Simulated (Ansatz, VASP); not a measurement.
# Ba3AgClO3 in two plane-wave programs, part 2 of 3

One calculation is typed for both programs; each brings its own data sets. How far apart do they land? The cell is generated by rule, not measured, and may not be a known phase. The cell is taken from a series of runs on this material, whose earlier steps may have relaxed, scaled, displaced or heated it; both programs get it as it stands.

VASP 6.6.1 and Ansatz 0.2.0.

So far: Set-up; VASP: zone-centre phonons, PBEsol.

## (2) VASP: zone-centre phonons, PBEsol (continued)

Level of this step: PBEsol; plane waves and PAW (Ag, Ba_sv, Cl, O); invented cell (VASP).

From OUTCAR (step 2):

```text
ion  position               nearest neighbor table
   1  0.500  0.500  0.750-   5 2.70   5 2.70   5 2.70   5 2.70   4 4.07   4 4.07   2 4.07   4 4.07
                             2 4.07   2 4.07   4 4.07   2 4.07
   2  0.000  0.000  0.013-   6 2.71   6 2.71   6 2.71   6 2.71   7 2.75   5 3.05   3 3.86   3 3.86
                             3 3.86   3 3.86   1 4.07   1 4.07   1 4.07   1 4.07
   3  0.500  0.500  0.250-   6 2.68   8 2.68   7 2.70   7 2.70   7 2.70   7 2.70   4 3.86   4 3.86
                             2 3.86   4 3.86   2 3.86   2 3.86   4 3.86   2 3.86
   4  0.000  0.000  0.487-   8 2.71   8 2.71   8 2.71   8 2.71   7 2.75   5 3.05   3 3.86   3 3.86
                             3 3.86   3 3.86   1 4.07   1 4.07   1 4.07   1 4.07
   5  0.000  0.000  0.750-   1 2.70   1 2.70   1 2.70   1 2.70   4 3.05   2 3.05
   6  0.500  0.500  0.019-   3 2.68   2 2.71   2 2.71   2 2.71   2 2.71
   7  0.000  0.000  0.250-   3 2.70   3 2.70   3 2.70   3 2.70   4 2.75   2 2.75
   8  0.500  0.500  0.481-   3 2.68   4 2.71   4 2.71   4 2.71   4 2.71

  LATTYP: Found a simple tetragonal cell.
 ALAT       =     3.8245215654
 C/A-ratio  =     3.0306646646

 Subroutine GETGRP returns: Found 16 space group operations
 (whereof  8 operations were pure point group operations)

The static configuration has the point symmetry C_4v.
 The point group associated with its full space group is D_4h.

 Found     45 irreducible k-points:

   k-points           NKPTS =     45   k-points in BZ     NKDIM =     45   number of bands    NBANDS=     41

   dimension x,y,z NGX =    32 NGY =   32 NGZ =   96
   dimension x,y,z NGXF=    64 NGYF=   64 NGZF=  192

   ENCUT  =  600.0 eV  44.10 Ry    6.64 a.u.   7.64  7.64 23.15*2*pi/ulx,y,z

   NELECT =      66.0000    total number of electrons

 k-points in reciprocal lattice and weights: Automatic mesh
   0.00000000  0.00000000  0.00000000       0.004
   0.12500000  0.00000000  0.00000000       0.016
   0.25000000  0.00000000  0.00000000       0.016
   0.37500000  0.00000000  0.00000000       0.016
   0.50000000  0.00000000  0.00000000       0.008
   0.12500000  0.12500000  0.00000000       0.016
   0.25000000  0.12500000  0.00000000       0.031
   0.37500000  0.12500000  0.00000000       0.031
   0.50000000  0.12500000  0.00000000       0.016
[...]
0.50000000  0.37500000  0.50000000       0.016
   0.50000000  0.50000000  0.50000000       0.004

 average (electrostatic) potential at core
       1 -75.5124       2 -34.9809       3 -34.6467       4 -34.9809       5 -94.1729
       6 -70.1870       7 -70.0714       8 -70.1870

   1 f  =    8.667554 THz    54.459845 2PiTHz  289.118465 cm-1    35.846105 meV
             X         Y         Z           dx          dy          dz
      0.000000  2.704345  8.693132    -0.000000   -0.000000   -0.000000
      0.000000  0.000000  0.149147    -0.000000    0.000000    0.196142
      0.000000  2.704345  2.897711     0.000000    0.000000    0.000000
      0.000000  0.000000  5.646275    -0.000000   -0.000000   -0.196142
      0.000000  0.000000  8.693132    -0.000000   -0.000000    0.000000
      0.000000  2.704345  0.214884    -0.000000   -0.000000   -0.679359
      0.000000  0.000000  2.897711    -0.000000   -0.000000   -0.000000
      0.000000  2.704345  5.580537     0.000000    0.000000    0.679359

   2 f  =    8.022687 THz    50.408029 2PiTHz  267.608031 cm-1    33.179152 meV
             X         Y         Z           dx          dy          dz
      0.000000  2.704345  8.693132     0.000000    0.000000   -0.084206
      0.000000  0.000000  0.149147    -0.000000    0.000000   -0.073057
      0.000000  2.704345  2.897711     0.000000    0.000000    0.256735
      0.000000  0.000000  5.646275    -0.000000    0.000000   -0.073057
      0.000000  0.000000  8.693132    -0.000000    0.000000    0.558574
      0.000000  2.704345  0.214884    -0.000000    0.000000   -0.082880
      0.000000  0.000000  2.897711     0.000000   -0.000000   -0.768491
      0.000000  2.704345  5.580537     0.000000   -0.000000   -0.082880

   3 f  =    6.307761 THz    39.632829 2PiTHz  210.404249 cm-1    26.086790 meV
             X         Y         Z           dx          dy          dz
      0.000000  2.704345  8.693132     0.000000    0.000000    0.009656
      0.000000  0.000000  0.149147    -0.000000   -0.000000    0.185477
      0.000000  2.704345  2.897711    -0.000000   -0.000000    0.096939
      0.000000  0.000000  5.646275     0.000000    0.000000    0.185477
      0.000000  0.000000  8.693132     0.000000    0.000000   -0.741672
      0.000000  2.704345  0.214884    -0.000000   -0.000000    0.144715
      0.000000  0.000000  2.897711     0.000000    0.000000   -0.574233
      0.000000  2.704345  5.580537    -0.000000   -0.000000    0.144715

   4 f  =    5.762025 THz    36.203873 2PiTHz  192.200479 cm-1    23.829812 meV
             X         Y         Z           dx          dy          dz
      0.000000  2.704345  8.693132     0.001515    0.005133    0.000000
      0.000000  0.000000  0.149147     0.010534    0.035681   -0.000000
      0.000000  2.704345  2.897711    -0.071851   -0.243366    0.000000
      0.000000  0.000000  5.646275     0.010534    0.035681    0.000000
      0.000000  0.000000  8.693132     0.006637    0.022479    0.000000
      0.000000  2.704345  0.214884    -0.062008   -0.210027   -0.000000
      0.000000  0.000000  2.897711     0.258953    0.877094    0.000000
      0.000000  2.704345  5.580537    -0.062008   -0.210027   -0.000000

   5 f  =    5.762025 THz    36.203873 2PiTHz  192.200479 cm-1    23.829812 meV
             X         Y         Z           dx          dy          dz
      0.000000  2.704345  8.693132    -0.005133    0.001515    0.000000
      0.000000  0.000000  0.149147    -0.035681    0.010534    0.000000
      0.000000  2.704345  2.897711     0.243366   -0.071851    0.000000
      0.000000  0.000000  5.646275    -0.035681    0.010534    0.000000
      0.000000  0.000000  8.693132    -0.022479    0.006637   -0.000000
      0.000000  2.704345  0.214884     0.210027   -0.062008    0.000000
      0.000000  0.000000  2.897711    -0.877094    0.258953   -0.000000
      0.000000  2.704345  5.580537     0.210027   -0.062008    0.000000

   6 f  =    5.545699 THz    34.844656 2PiTHz  184.984618 cm-1    22.935159 meV
             X         Y         Z           dx          dy          dz
      0.000000  2.704345  8.693132     0.000000   -0.000000    0.000000
      0.000000  0.000000  0.149147    -0.171255   -0.051053   -0.000000
      0.000000  2.704345  2.897711    -0.000000   -0.000000   -0.000000
      0.000000  0.000000  5.646275     0.171255    0.051053    0.000000
      0.000000  0.000000  8.693132     0.000000   -0.000000    0.000000
      0.000000  2.704345  0.214884     0.655640    0.195453   -0.000000
      0.000000  0.000000  2.897711     0.000000    0.000000    0.000000
      0.000000  2.704345  5.580537    -0.655640   -0.195453   -0.000000

   7 f  =    5.545699 THz    34.844656 2PiTHz  184.984618 cm-1    22.935159 meV
             X         Y         Z           dx          dy          dz
      0.000000  2.704345  8.693132     0.000000   -0.000000   -0.000000
      0.000000  0.000000  0.149147     0.051053   -0.171255   -0.000000
      0.000000  2.704345  2.897711     0.000000   -0.000000   -0.000000
      0.000000  0.000000  5.646275    -0.051053    0.171255    0.000000
      0.000000  0.000000  8.693132     0.000000   -0.000000    0.000000
      0.000000  2.704345  0.214884    -0.195453    0.655640   -0.000000
      0.000000  0.000000  2.897711    -0.000000    0.000000    0.000000
      0.000000  2.704345  5.580537     0.195453   -0.655640   -0.000000

   8 f  =    5.371634 THz    33.750969 2PiTHz  179.178407 cm-1    22.215281 meV
             X         Y         Z           dx          dy          dz
      0.000000  2.704345  8.693132     0.001481   -0.000327    0.000000
      0.000000  0.000000  0.149147     0.185889   -0.041013    0.000000
      0.000000  2.704345  2.897711     0.071143   -0.015697   -0.000000
      0.000000  0.000000  5.646275     0.185889   -0.041013    0.000000
      0.000000  0.000000  8.693132     0.153066   -0.033772    0.000000
      0.000000  2.704345  0.214884    -0.619789    0.136747    0.000000
      0.000000  0.000000  2.897711    -0.296143    0.065339    0.000000
      0.000000  2.704345  5.580537    -0.619789    0.136747    0.000000

   9 f  =    5.371634 THz    33.750969 2PiTHz  179.178407 cm-1    22.215281 meV
             X         Y         Z           dx          dy          dz
      0.000000  2.704345  8.693132     0.000327    0.001481   -0.000000
      0.000000  0.000000  0.149147     0.041013    0.185889   -0.000000
      0.000000  2.704345  2.897711     0.015697    0.071143    0.000000
      0.000000  0.000000  5.646275     0.041013    0.185889   -0.000000
      0.000000  0.000000  8.693132     0.033772    0.153066    0.000000
      0.000000  2.704345  0.214884    -0.136747   -0.619789    0.000000
      0.000000  0.000000  2.897711    -0.065339   -0.296143    0.000000
      0.000000  2.704345  5.580537    -0.136747   -0.619789   -0.000000

  10 f  =    4.822632 THz    30.301492 2PiTHz  160.865693 cm-1    19.944795 meV
             X         Y         Z           dx          dy          dz
      0.000000  2.704345  8.693132     0.000000    0.000000    0.337315
      0.000000  0.000000  0.149147    -0.000000   -0.000000   -0.167466
      0.000000  2.704345  2.897711    -0.000000   -0.000000   -0.394018
      0.000000  0.000000  5.646275    -0.000000    0.000000   -0.167466
      0.000000  0.000000  8.693132    -0.000000    0.000000    0.183473
      0.000000  2.704345  0.214884     0.000000    0.000000    0.559387
      0.000000  0.000000  2.897711     0.000000    0.000000   -0.124053
      0.000000  2.704345  5.580537     0.000000   -0.000000    0.559387

  11 f  =    3.865910 THz    24.290228 2PiTHz  128.952871 cm-1    15.988111 meV
             X         Y         Z           dx          dy          dz
      0.000000  2.704345  8.693132     0.000000    0.000000   -0.121843
      0.000000  0.000000  0.149147    -0.000000   -0.000000    0.435870
      0.000000  2.704345  2.897711    -0.000000   -0.000000   -0.717484
      0.000000  0.000000  5.646275    -0.000000    0.000000    0.435870
    [... 145 further lines ...]
      0.000000  0.000000  2.897711     0.000000   -0.000000   -0.125806
      0.000000  2.704345  5.580537    -0.000000   -0.000000   -0.339692

 MACROSCOPIC STATIC DIELECTRIC TENSOR IONIC CONTRIBUTION
 ------------------------------------------------------
          22.925121    -0.000000     0.000000
          -0.000000    22.925121    -0.000000
           0.000000    -0.000000     6.040906
 ------------------------------------------------------

 ELASTIC MODULI CONTR FROM IONIC RELAXATION (kBar)
 Direction    XX          YY          ZZ          XY          YZ          ZX
 --------------------------------------------------------------------------------
 XX         -25.1864    -25.1864    -43.3884      0.0000     -0.0000      0.0000
 YY         -25.1864    -25.1864    -43.3884      0.0000     -0.0000      0.0000
 ZZ         -43.3884    -43.3884   -251.3976      0.0000     -0.0000      0.0000
 XY           0.0000      0.0000      0.0000      0.0000      0.0000      0.0000
 YZ          -0.0000     -0.0000     -0.0000      0.0000   -111.6292     -0.0000
 ZX           0.0000      0.0000      0.0000      0.0000     -0.0000   -114.5948
 --------------------------------------------------------------------------------

 PIEZOELECTRIC TENSOR IONIC CONTR  for field in x, y, z        (C/m^2)
          XX          YY          ZZ          XY          YZ          ZX
  --------------------------------------------------------------------------------
  x    -0.00000    -0.00000    -0.00000     0.00000     0.00000    -0.00000
  y     0.00000     0.00000     0.00000     0.00000     0.00000     0.00000
  z     0.00000     0.00000     0.00000     0.00000    -0.00000     0.00000
```

With a direct gap this small, the dielectric response converges slowly with the mesh, so tensor and charges are uncertain; a mesh that holds the point of the least gap tends to give too large a tensor. Harder data sets than Ba_sv exist (the GW ones), and pressures, volumes and forces can shift noticeably with them.

[end of part 2 of 3]

[Lines on the potential files, build, host, timing and source positions are cut from VASP's logs without a mark.]

[Logs are printed without paths, hosts, clocks, repeated set-up lines and the standing remarks that a program may print on its own settings, such as how far it seeks lower states.]

[Hosts, paths, dates, database ids (printed as entryN), source tags and the programs' standing remarks are cut or masked in the printed files.]
